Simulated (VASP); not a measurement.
Ta (bcc) is relaxed at rising pressure, each step from the one before. Symmetry mostly holds the structure type, and other phases were not tried. The mesh follows the cell, and a change of mesh leaves a small step in the series.

Here is the system:

```cif
data_Ta2
_chemical_formula_sum 'Ta2'
_space_group_name_H-M_alt 'Im-3m'
_space_group_IT_number 229
_space_group_name_Hall '-I 4 2 3'
_cell_length_a 3.28383
_cell_length_b 3.28383
_cell_length_c 3.28383
_cell_angle_alpha 90.000
_cell_angle_beta 90.000
_cell_angle_gamma 90.000
loop_
_atom_site_label
_atom_site_type_symbol
_atom_site_symmetry_multiplicity
_atom_site_Wyckoff_symbol
_atom_site_fract_x
_atom_site_fract_y
_atom_site_fract_z
_atom_site_occupancy
Ta1 Ta 2 a 0.00000 0.00000 0.00000 1
```
(The calculation used a cell of 1 atom; values per cell refer to that cell.)

Method: PBEsol GGA, VASP's PBE PAW potentials (set 64) (plane waves; VASP 6.6.1). Settings: 500 eV cut-off, 16×16×16 Γ-centred mesh, first-order Methfessel-Paxton smearing of 0.10 eV, potentials Ta_pv.

Unless said otherwise, spin-orbit coupling is left out, though it shifts the bands of the heavy elements here.

| P (GPa) | V (Å³/atom) | H − H(0) (eV/atom) | space group | gap on the mesh (eV) | k-mesh |
|---|---|---|---|---|---|
| 0 | 17.71 | 0.000 | Im-3m | 0.00 | 16×16×16 |
| 5 | 17.29 | 0.546 | Im-3m | 0.00 | 16×16×16 |
| 10 | 16.92 | 1.079 | Im-3m | 0.00 | 16×16×16 |
| 20 | ___ | ___ | Im-3m | 0.00 | 16×16×16 |
| 30 | ___ | ___ | Im-3m | 0.00 | 16×16×16 |
| 45 | 15.03 | 4.551 | Im-3m | 0.00 | 16×16×16 |

**Question.** Some entries are withheld; supply them.

**Answer.** 
- 20, V (Å³/atom): 16.27
- 20, H − H(0) (eV/atom): 2.114
- 30, V (Å³/atom): 15.72
- 30, H − H(0) (eV/atom): 3.112

Pressures at which the relaxation failed are left out.

The compound is Ta in the bcc structure.
